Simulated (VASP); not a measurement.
Runs of VASP 6.6.1 on CdS. The structure is cubic, space group F-43m (No. 216). Conventional cell: a = 5.833 Å, b = 5.833 Å, c = 5.833 Å, α = 90.00°, β = 90.00°, γ = 90.00°. Cd (site symmetry -43m) has 4 S at 2.53 Å as nearest neighbours. S (site symmetry -43m) has 4 Cd at 2.53 Å as nearest neighbours. 

```tsv
k mesh	cutoff (eV)	mesh quality	gap on the mesh (eV)	pressure (GPa)
10 × 10 × 10	520	not flagged	1.15	3.2
8 × 8 × 8	350	not flagged	1.14	2.8
6 × 6 × 6	520	not flagged	1.15	3.2
8 × 8 × 8	450	not flagged	1.15	(a)
8 × 8 × 8	520	not flagged	1.15	3.2
8 × 8 × 8	400	not flagged	1.15	2.8
8 × 8 × 8	700	not flagged	1.15	3.2
8 × 8 × 8	600	not flagged	1.15	3.2
8 × 8 × 8	300	not flagged	1.14	-
14 × 14 × 14	520	not flagged	1.15	3.2
4 × 4 × 4	520	coarse	1.14	3.4
```

Alike in all rows: task single point; level PBE; potentials or basis VASP PAW PBE potentials, release 64 (Cd, S); no spin polarisation; cell as given; smearing gaussian 0.02 eV.

**Question.** Fill in the values left out.

**Answer.** (a) 3.1.

Caveats: some runs use coarse meshes; the cutoff is under 1.25 times the usual one of these potentials, so pressure, stress and relaxed cells hold a basis-set (Pulay) error (some runs).

A k mesh can miss the band edges, and the runs leave out spin-orbit coupling on Cd.

Not every run made on this cell is shown here.
